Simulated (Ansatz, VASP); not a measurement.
## Cross-check of Ru (Ruthenium) between VASP and Ansatz

One calculation is typed for both programs; each brings its own data sets. How far apart do they land? Of the first pair: The structure shown is the end of the Ansatz relaxation below.

Program: Ansatz 0.2.0. Level of theory: plane waves, with VASP 6.6.1 beside it; single point at PBEsol and zone-centre phonons at PBEsol. Results are calculated unless marked as measured.

### 1. Starting point

The structure is hexagonal, space group P6_3/mmc (No. 194). Conventional cell: a = 2.746 Å, b = 2.746 Å, c = 4.324 Å, α = 90.00°, β = 90.00°, γ = 120.00°. Nearest to Ru lie 12 Ru at 2.68 to 2.75 Å.

As a file:

```cif
data_structure
_symmetry_space_group_name_H-M 'P 1'
_symmetry_Int_Tables_number 1
_cell_length_a 2.7459
_cell_length_b 2.7459
_cell_length_c 4.3245
_cell_angle_alpha 90.000
_cell_angle_beta 90.000
_cell_angle_gamma 120.000
_cell_volume 28.24
loop_
_atom_site_label
_atom_site_type_symbol
_atom_site_fract_x
_atom_site_fract_y
_atom_site_fract_z
_atom_site_occupancy
Ru1 Ru 0.33333 0.66667 0.25000 1
Ru2 Ru 0.66667 0.33333 0.75000 1
```

### 2. Ansatz: relaxation, PBEsol

Ansatz runs on its PAW soft_1 files.

This run makes the geometry at which the two programs are then compared.

Contents of input.yaml:

```yaml
crystal:
  lattice:
    - [2.7449606049, 0.0, 0.0]
    - [-1.3724803024, 2.3772056162, 0.0]
    - [0.0, 0.0, 4.3272931905]
  atoms:
    - { symbol: Ru, position: [0.3333333333, 0.6666666667, 0.25] }
    - { symbol: Ru, position: [0.6666666667, 0.3333333333, 0.75] }
kpoints:
  mp_grid: { grid: [18, 18, 12] }
hamiltonian:
  xc: pbesol
  pseudopotentials: { kind: paw, azcp: { folder: soft_1 }, xc_functional: pbe }
scf:
  occupations: { method: methfessel_paxton, width: 0.2 }
output:
  forces: true
  stress: true
  eigenvalues: true
relax:
  adjacent_minimum: "off"
  f_tol: 0.001
  max_steps: 60
  cell: { stress_tol: 0.01, fix: [volume] }
```

Launch:

```bash
$ ansatz run input.yaml --threads 4 --pin off --max-ram 10240MiB --backend cpu --events-out ev --progress --plain --runs-dir out
```

Numbers of over 12 decimals in the logs are rounded to 6 here.

What it wrote:

```text
Engine: ansatz 0.2.0, aarch64-unknown-linux-gnu
Pseudopotentials: kind: paw
Pseudopotential: Ru, paw, valence charge 16, recommended cutoff 420 eV (normal), soft_1/Ru.paw.azcp
Functional definition: PBEsol
  exchange = pbesol_x
  correlation = pbesol_c
Crystal: 2 atoms, lattice volume = 28.237 Å³
Basis set: ecut = 420 eV, 561 PW (Γ), exchange–correlation on 40×40×60 points (8 copies of the dense FFT grid, shifted against one another)
Bands: 20, of which v1, the nominal top of the filled ones, is band 16 counted from 1 (15 counted from 0)
Symmetry: 24 space group operations
Space group: P63/mmc (ITA 194), of the structure as read, at distance tolerance 3.0e-5 Å
k-points: 259 of 3888
Non-local potential: Ru, projectors of the file, l = 0: 3, l = 1: 2, l = 2: 2, l = 3: 1
PAW form: soft (Blöchl's): semilocal exchange-correlation on the pseudo side does not see the compensation charge
PAW frozen core: Ru, regenerated for the run's functional, and the local potential with it (the file was generated under x = pbe(κ = 0.804, μ = 0.219515), c = pbe(β = 0.066725))
PAW one-centre angular grid: Ru, 590 points (default); XC on 64 Gauss nodes
Initial density: superposition of atomic densities (chi_scale 0.1, normalization cell)
Initial wavefunctions: pseudopotential atomic-orbital guess
Functional: x = pbesol(κ = 0.804, μ = 0.123457), c = pbesol(β = 0.046)
SCF iter   1: F=—  HF=-11634.558629 eV  |F-HF|=—  |Δ(HF+E_count)|=         —  Δρ=1.30e-1  dr2=4.76e0  ethr=3.10e-3  ⟨swp⟩=4.9  Hψ=19684  notcnv=0
preconditioner: auto → none  [metal: Δε(μ)=0.047 eV  Ē_g=5.935 eV  σ=0.200 eV  W_gap=0.20  n_scr=8 (ndim 8)  ℏωp=28.0 eV  f_vac=0.000  D(μ)=1.56/eV (n_scr^D=22)  sad-step TF]
SCF iter   2: F=—  HF=-11633.427285 eV  |F-HF|=—  |Δ(HF+E_count)|=    1.13e0  S|Δr|=    0.00e0  Δρ=6.95e-2  dr2=1.34e0  ethr=3.10e-3  ⟨swp⟩=2.4  Hψ=10802  notcnv=0  defer=23
SCF iter   3: F=—  HF=-11632.999386 eV  |F-HF|=—  |Δ(HF+E_count)|=   4.28e-1  S|Δr|=    0.00e0  Δρ=3.75e-3  dr2=1.56e-3  ethr=3.10e-3  ⟨swp⟩=5.0  Hψ=33570  notcnv=0  defer=30
automatic band count: the SCF goes on with 24 bands, as 20 were too few: the levels above may hold too much charge
SCF iter   4: F=—  HF=-11633.002787 eV  |F-HF|=—  |Δ(HF+E_count)|=   3.40e-3  S|Δr|=    0.00e0  Δρ=3.30e-4  dr2=9.73e-6  ethr=4.88e-6  ⟨swp⟩=2.0  Hψ=11956  notcnv=0  defer=30
SCF iter   5: F=—  HF=-11633.002786 eV  |F-HF|=—  |Δ(HF+E_count)|=   1.04e-6  S|Δr|=    0.00e0  Δρ=4.77e-5  dr2=3.04e-7  ethr=3.04e-8  ⟨swp⟩=2.0  Hψ=9264  notcnv=0  defer=30
SCF iter   6: F=-11633.002786 eV  HF=-11633.002786 eV  |F-HF|=3.21e-8  |Δ(HF+E_count)|=   1.26e-7  S|Δr|=    0.00e0  Δρ=1.72e-5  dr2=4.24e-8  ethr=3.13e-10  ⟨swp⟩=7.2  Hψ=26384  notcnv=0
SCF 1 converged in 6 iterations: F = -11633.002786 eV  dr2 = 4.24e-8
  greatest PAW one-centre occupation: 1.000 electrons in one spin orbital (limit 2), on the Ru atom at site 1 (counted from 0), in its partial waves of l = 0
relax step   1: F+E_penalty+E_count = -11633.00278582 eV  Δ(F+E_penalty+E_count) = +0.000e0 eV  max|allowed force component| = 8.095e-18 eV/Å  Δτ_max = 0.0000 Å  P = -17.597 GPa  Ω = 28.237 Å³  fix = [volume]  reactions: volume -17.597 GPa  (6 SCF iters, dr2 threshold 1.00e-7 eV, accepted)
[...]
relax step   2: F+E_penalty+E_count = -11633.00279549 eV  Δ(F+E_penalty+E_count) = -9.666e-6 eV  max|allowed force component| = 1.966e-17 eV/Å  Δτ_max = 0.0000 Å  P = -17.574 GPa  Ω = 28.237 Å³  energy of the carried Pulay correction = -2.342e-6 eV  fix = [volume]  reactions: volume -17.574 GPa  (3 SCF iters, dr2 threshold 1.67e-7 eV, accepted)
[...]
relax step   3: F+E_penalty+E_count = -11633.00280685 eV  Δ(F+E_penalty+E_count) = -1.136e-5 eV  max|allowed force component| = 4.626e-18 eV/Å  Δτ_max = 0.0000 Å  P = -17.583 GPa  Ω = 28.237 Å³  energy of the carried Pulay correction = -1.393e-6 eV  fix = [volume]  reactions: volume -17.583 GPa  (2 SCF iters, dr2 threshold 7.77e-8 eV, accepted)
[...]
relax step   4: F+E_penalty+E_count = -11633.00280380 eV  Δ(F+E_penalty+E_count) = +3.049e-6 eV  max|allowed force component| = 1.388e-17 eV/Å  Δτ_max = 0.0000 Å  P = -17.584 GPa  Ω = 28.237 Å³  fix = [volume]  reactions: volume -17.584 GPa  stress off target by 1.92e-3 GPa on what of the cell is left free  SCF on the basis re-selected at this cell (its energy is not comparable with the rows above)  (5 SCF iters)
basis re-selected at this cell: Δ(F+E_penalty+E_count) = +3.049e-6 eV, ΔP = -0.000 GPa vs the last step (what re-selecting the basis moved, of the pressure what is left beyond the Pulay correction that the steps carried, after the strain that the cell walked since its last selection, with what the two solves' SCF thresholds leave and, on support functions, any second-order correction that the steps lacked; it is no m [...]
SCF converged after 5 iterations
Stability not checked: this state was not tested for a lower state beside it, because cold or Methfessel-Paxton smearing, or corrected tetrahedra, fill the levels in a way that the test cannot read (fill_not_monotonic; see scf.lower_state_search)
Free energy (F): -11633.002804 eV
Harris-Foulkes:  -11633.002804 eV  (|F-HF|=1.82e-12)
Internal energy: -11633.002979 eV  (E = F + TS)
E sigma→0 (E₀):  -11633.002848 eV
Entropy (-TS):   0.000175 eV (0.088 meV/atom)
Fermi energy:    22.080613 eV
--- Per-component energies (eV) ---
  E_band       = -148.139524
  E_kinetic    = 916.411050
  E_local      = -2622.091831  (includes V_loc(G=0)·N_el)
  E_nonlocal   = 828.290574
  E_hartree    = 864.747422
  E_xc         = -337.071974
  E_vxc        = -427.550560  (∫ρ·V_xc dr)
  E_paw        = -6879.592110  (= ΣΔE_a)
  E_vpaw       = -572.694817  (= ΣTr[D̂ρ^β])
  E_aug_tail   = 0.001221  (compensation charges beyond the density's cutoff)
  E_ewald      = -4404.203923
  E_core_change = 0.506593  (= ΣΔE_core)
  E_smearing   = 0.000175  (= −TS)
  E_closure    = 0.000000  (closes the sum)
  Σ components = -11633.002804   (vs F -11633.002804, Δ=0.00e0)
--- Forces (eV/Å), atoms counted from 1 ---
  atom   1  Ru    -0.00000000     0.00000000     0.00000000
  atom   2  Ru     0.00000000    -0.00000000     0.00000000
  max |Σ_I F_I| component: 4.63e-18 eV/Å
--- Stress (GPa, compression-positive) ---
      -17.582592       0.000000       0.000000
        0.000000     -17.582592       0.000000
        0.000000       0.000000     -17.585478
  P = ⅓ Tr σ = -17.5836 GPa (-175.836 kbar)
--- Band table (eV; the first three rows and the last of 259) ---
  k-point 0: bands = [... 12 lower, 19.8271, 20.2718, 20.2718, 20.7293, 20.7293, 23.2038, 23.2038, 23.3205, ... 4 higher]
  k-point 1: bands = [... 12 lower, 19.7890, 20.2261, 20.2261, 20.8391, 20.8391, 23.0548, 23.2092, 23.2092, ... 4 higher]
  k-point 2: bands = [... 12 lower, 19.6828, 20.1021, 20.1021, 21.1134, 21.1134, 22.3775, 23.2108, 23.2108, ... 4 higher]
  k-point 258: bands = [... 12 lower, 19.4727, 19.4727, 20.9694, 20.9694, 23.2313, 23.2313, 30.1189, 30.1189, ... 4 higher]
--- Relaxed structure (3 steps of the walk, 3 accepted, 1 SCFs on fresh bases) ---
  F+E_penalty+E_count = -11633.00280380 eV   max|allowed force component| = 1.388e-17 eV/Å   (the final SCF, on the basis selected at the relaxed cell)
  cell:  # Å, volume = 28.2370 Å³
    - [2.745860, -2.8876963205288556e-11, 0.0]
    - [-1.372930, 2.377984, 0.0]
    - [0.0, 0.0, 4.324459]
  atoms:
    - { symbol: Ru, position: [0.333333, 0.666667, 0.250000] }
    - { symbol: Ru, position: [0.666667, 0.333333, 0.750000] }
```

The column dr2 measures how far the density is from self-consistency, as an energy; F and HF (Harris–Foulkes) agree once it is small.

### 3. VASP: single point, PBEsol

The same cell, functional, mesh and smearing now go to VASP, with its own data sets.

Lines of VASP's logs that name or quote its potential files are left out, and so is its time.

Contents of INCAR:

```
SYSTEM = Ru
PREC = Accurate
ENCUT = 500
EDIFF = 1E-06
NELM = 120
ISMEAR = 1
SIGMA = 0.2
LREAL = .FALSE.
ALGO = Normal
GGA = PS
NBANDS = 20
LASPH = .TRUE.
LORBIT = 11
LWAVE = .FALSE.
LCHARG = .FALSE.
ISIF = 2
GGA_COMPAT = .FALSE.
KPAR = 2
```

Contents of POSCAR:

```
Ru
1.0
    2.7458599492      0.0000000000      0.0000000000
   -1.3729299746      2.3779844712      0.0000000000
    0.0000000000      0.0000000000      4.3244590408
Ru
2
Direct
    0.3333333333      0.6666666667      0.2500000000
    0.6666666667      0.3333333333      0.7500000000
```

Contents of KPOINTS:

```
Automatic mesh
0
Gamma
18 18 12
0 0 0
```

The projector-augmented-wave data sets are Ru_pv (PBE family, release 64).

Launch:

```bash
$ mpirun -np 2 vasp_std
```

What it wrote:

```text
[banner, memory and clock lines left out]
running    2 mpi-ranks, on    1 nodes
 distrk:  each k-point on    1 cores,    2 groups
 distr:  one band on    1 cores,    1 groups

 POSCAR found type information on POSCAR Ru
 POSCAR found :  1 types and       2 ions
|                                                                             |
|               ----> ADVICE to this user running VASP <----                  |
|                                                                             |
|     You enforced a specific xc type in the INCAR file but a different       |
|     [... a line on the potential file left out ...]
|     I HOPE YOU KNOW WHAT YOU ARE DOING!                                     |
|                                                                             |

 LDA part: xc-table for (Slater+PW92), standard interpolation
 POSCAR, INCAR and KPOINTS ok, starting setup
 FFT: planning ... GRIDC
 FFT: planning ... GRID_SOFT
 FFT: planning ... GRID
 WAVECAR not read
 entering main loop
       N       E                     dE             d eps       ncg     rms          rms(c)
DAV:   1     0.279041228870E+03    0.27904E+03   -0.17362E+04 10392   0.150E+03
DAV:   2    -0.160234850714E+02   -0.29506E+03   -0.28694E+03 10680   0.452E+02
DAV:   3    -0.218707083538E+02   -0.58472E+01   -0.57975E+01 11908   0.708E+01
DAV:   4    -0.219168463646E+02   -0.46138E-01   -0.46100E-01 13496   0.587E+00
DAV:   5    -0.219175225212E+02   -0.67616E-03   -0.67472E-03 11660   0.613E-01    0.177E+01
DAV:   6    -0.203349794593E+02    0.15825E+01   -0.38607E+00 11948   0.194E+01    0.389E+00
DAV:   7    -0.202588374141E+02    0.76142E-01   -0.48279E-01 12040   0.495E+00    0.855E-01
DAV:   8    -0.202510542776E+02    0.77831E-02   -0.21949E-02 11564   0.107E+00    0.349E-01
DAV:   9    -0.202496115879E+02    0.14427E-02   -0.21526E-03 11960   0.520E-01    0.377E-02
DAV:  10    -0.202496101441E+02    0.14437E-05   -0.12750E-04 11644   0.114E-01    0.205E-02
DAV:  11    -0.202496122957E+02   -0.21516E-05   -0.63582E-06 12132   0.233E-02    0.162E-03
DAV:  12    -0.202496122315E+02    0.64188E-07   -0.59674E-08  7104   0.241E-03
   1 F= -.20249612E+02 E0= -.20249671E+02  d E =0.176849E-03
```

Parts of OUTCAR (step 3):

```text
ion  position               nearest neighbor table
   1  0.333  0.667  0.250-   2 2.68   2 2.68   2 2.68   2 2.68   2 2.68   2 2.68
   2  0.667  0.333  0.750-   1 2.68   1 2.68   1 2.68   1 2.68   1 2.68   1 2.68

  LATTYP: Found a hexagonal cell.
 ALAT       =     2.7458599492
 C/A-ratio  =     1.5749015321

 Subroutine GETGRP returns: Found 24 space group operations
 (whereof 12 operations were pure point group operations)

The static configuration has the point symmetry D_3d.
 The point group associated with its full space group is D_6h.

 Found    259 irreducible k-points:

   k-points           NKPTS =    259   k-points in BZ     NKDIM =    259   number of bands    NBANDS=     20

   dimension x,y,z NGX =    20 NGY =   20 NGZ =   32
   dimension x,y,z NGXF=    40 NGYF=   40 NGZF=   64

   ENCUT  =  500.0 eV  36.75 Ry    6.06 a.u.   5.01  5.01  7.88*2*pi/ulx,y,z

   NELECT =      28.0000    total number of electrons

 k-points in reciprocal lattice and weights: Automatic mesh
   0.00000000  0.00000000  0.00000000       0.000
   0.05555556  0.00000000  0.00000000       0.002
   0.11111111  0.00000000  0.00000000       0.002
   0.16666667  0.00000000  0.00000000       0.002
   0.22222222  0.00000000  0.00000000       0.002
   0.27777778  0.00000000  0.00000000       0.002
   0.33333333  0.00000000  0.00000000       0.002
   0.38888889  0.00000000  0.00000000       0.002
   0.44444444  0.00000000  0.00000000       0.002
[...]
0.33333333  0.27777778  0.50000000       0.003
   0.33333333  0.33333333  0.50000000       0.001

 average (electrostatic) potential at core
       1 -67.8007       2 -67.8007

 E-fermi :  12.0001

 k-point     1 :       0.0000    0.0000    0.0000
  band No.  band energies     occupation
    ...
     11       9.7492      2.00000
     12      10.1940      2.00000
     13      10.1940      2.00000
     14      10.6501      2.00000
     15      10.6501      2.00000
     16      13.1210     -0.00000
     17      13.1210     -0.00000
     18      13.2474     -0.00000
     19      21.8422      0.00000
     20      22.3277      0.00000

 k-point     2 :       0.0556    0.0000    0.0000
  band No.  band energies     occupation
    ...
     11       9.9454      2.00000
     12      10.1468      2.00000
     13      10.2746      2.00000
     14      10.5470      2.00000
     15      10.5829      2.00000
     16      12.1209      0.15620
     17      13.1632     -0.00000
     18      14.3954     -0.00000
     19      21.8273      0.00000
     20      22.3466      0.00000

 k-point     3 :       0.1111    0.0000    0.0000
  band No.  band energies     occupation
    ...
     12      10.1639      2.00000
     13      10.2590      2.00000
     14      10.4033      2.00000
     15      10.5117      2.00000
     16      11.3467      2.00004
     17      13.2705     -0.00000
     18      15.6919     -0.00000
     19      21.7805      0.00000
     20      22.3355      0.00000

  Total       -3.1165764     -3.1165764     -3.1194118      0.0000000      0.0000000     -0.0000000
  in kB     -176.8353887   -176.8353887   -176.9962679      0.0000000      0.0000000     -0.0000000
  external PRESSURE =    -176.8890151 kB  Pullay stress =       0.0000000 kB

  energy-cutoff  :      500.00
  volume of cell :       28.24
      direct lattice vectors                 reciprocal lattice vectors
     2.745859949  0.000000000  0.000000000     0.364184634  0.210262096  0.000000000
    -1.372929975  2.377984471  0.000000000     0.000000000  0.420524193  0.000000000
     0.000000000  0.000000000  4.324459041     0.000000000  0.000000000  0.231242796

 POSITION                                       TOTAL-FORCE (eV/Angst)
 -----------------------------------------------------------------------------------
     -0.00000      1.58532      1.08111         0.000000      0.000000      0.000000
      1.37293      0.79266      3.24334        -0.000000     -0.000000      0.000000
 -----------------------------------------------------------------------------------
    total drift:                               -0.000000      0.000000     -0.000000

  FREE ENERGIE OF THE ION-ELECTRON SYSTEM (eV)
  ---------------------------------------------------
  free  energy   TOTEN  =       -20.2496122315 eV

  energy  without entropy=      -20.2497890808  energy(sigma->0) =      -20.24967118

 total charge
# of ion       s       p       d       tot
------------------------------------------
    1        0.388   6.292   5.902  12.582
    2        0.388   6.292   5.902  12.582
--------------------------------------------------
tot          0.776  12.584  11.804  25.164

[... 3 further parts left out ...]
```

The run ends at a pressure of -17.69 GPa.

### 4. Side by side

Known differences besides the potentials themselves: the data sets hold 32 valence electrons in Ansatz (on its PAW soft_1 files) and 28 in VASP; the cutoff is 420 eV in Ansatz and 500 eV in VASP; Ansatz makes its cores anew for this functional, VASP keeps those of its PBE data sets; Ansatz's pressure holds a Pulay correction, VASP's none. Total energies have different zeros and are not compared.

Both answers:

```
      quantity  Ansatz    VASP  difference
pressure (GPa)  -17.58  -17.69       +0.11
```

(Continued in part 2 of 2.)

[Lines on the potential files, build, host, timing and source positions are cut from VASP's logs without a mark.]

[Logs are printed without paths, hosts, clocks, repeated set-up lines and the standing remarks that a program may print on its own settings, such as how far it seeks lower states.]

[Hosts, paths, dates, database ids (printed as entryN), source tags and the programs' standing remarks are cut or masked in the printed files.]
